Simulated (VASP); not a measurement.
Input of a VASP 6.6.1 run:

The input INCAR:

```
SYSTEM = FeC23
PREC = Accurate ; ENCUT = 450
EDIFF = 1E-5 ; ISMEAR = 0
SIGMA = 0.03 ; LREAL = Auto
LASPH = .True. ; NELM = 120
ALGO = Normal ; ISIF = 2
LWAVE = .False. ; LCHARG = .False.
ISPIN = 2 ; MAGMOM = 2 0 0 0 0 0 0 0 0 0 0 0 0 0 0 0 0 0 0 0 0 0 0 0
LORBIT = 11 ; NUPDOWN = 2
LMAXMIX = 4 ; GGA = PS
ISYM = 0 ; KPAR = 4
```

The input KPOINTS:

```
Automatic mesh
0
Gamma
  3 4 4
  0 0 0
```

The input POSCAR:

```
FeC23                                   
1.0
    0.0000000000      5.3503200000      5.3503200000
    3.5668800000      0.0000000000      3.5668800000
    3.5668800000      3.5668800000      0.0000000000
  Fe              C             
     1    23
Direct
     0.9941058467399687    0.0015947658391175    0.0015448538433791
     0.0004883876997670    0.0014471682375785    0.4975683943260661
     0.0005476052945744    0.4997632162095548    0.9991406163799518
     0.9999976832203495    0.5012175752377711    0.4995071355687417
     0.3324180758588697    0.0031494456080440    0.0010954708539399
     0.3387264240270494    0.0003939947072307    0.4904617664097872
     0.3389530145418347    0.4920346277996709    0.9985002774880773
     0.3319636770786374    0.5019783217182475    0.4998937598305562
     0.6679376726589238    0.0000868516379036    0.9978376726843389
     0.6591580069041912    0.0046654305227447    0.5064825312208954
     0.6591594258937805    0.5088218547967065    0.0023608575180629
     0.6670083656059919    0.5012646618836702    0.4990404454880168
     0.0937973054538472    0.1378256815084123    0.1354485614493706
     0.0968485534248469    0.1369901626925187    0.5805702722297019
     0.0973762120466274    0.5810202228855597    0.1354031434087954
     0.0840258749201532    0.6259469326372622    0.6237371020737916
     0.4259282867332579    0.1188673598511941    0.1170958771385432
     0.4120777119750750    0.1271204739727574    0.6300466760684755
     0.4120871829167793    0.6320874194749573    0.1251052776357894
     0.4176361822661977    0.6248178531677745    0.6228641058263200
     0.7110726643228823    0.1479545414421940    0.1452868711012672
     0.7504663538487540    0.1275323372202658    0.6237656344151588
     0.7505575313040213    0.6261154113823674    0.1251889915224966
     0.7475969552636004    0.6276146895664940    0.6253587055184778
```

Potentials or basis: VASP PAW PBE potentials, release 64 (Fe, C).

Run with:

```console
$ cat potpaw_PBE.64/Fe/POTCAR potpaw_PBE.64/C/POTCAR > POTCAR
$ mpirun -np 4 vasp_std > vasp.out
```

**Question.** Predict the largest force.

**Answer.** 0.259 eV/Å.

Forces on the atoms (eV/Å):
```
Fe   0.019 -0.102 -0.055
C    0.026 -0.006 -0.257
C    0.026 -0.254 -0.012
C    0.119 -0.020 -0.009
C    0.051  0.143  0.143
C   -0.021  0.021  0.018
C   -0.018  0.009  0.017
C    0.014  0.014  0.011
C    0.026 -0.149 -0.149
C    0.001  0.039 -0.017
C    0.007 -0.019  0.048
C   -0.014  0.001  0.010
C   -0.056  0.108  0.083
C   -0.103  0.193  0.122
C   -0.092  0.121  0.189
C   -0.002  0.018  0.010
C   -0.048 -0.013 -0.010
C    0.007 -0.021 -0.003
C    0.005 -0.008 -0.015
C    0.016 -0.012 -0.012
C    0.063 -0.053 -0.069
C   -0.012 -0.021 -0.009
C   -0.014  0.000 -0.041
C    0.000  0.010  0.008
```

Caveat: the k mesh is coarse (spacing up to 0.38 Å⁻¹), so the values aren't converged; the PAW data sets were made with another functional, which shifts forces and pressure a little; the total moment is fixed, so each spin has its own Fermi level.
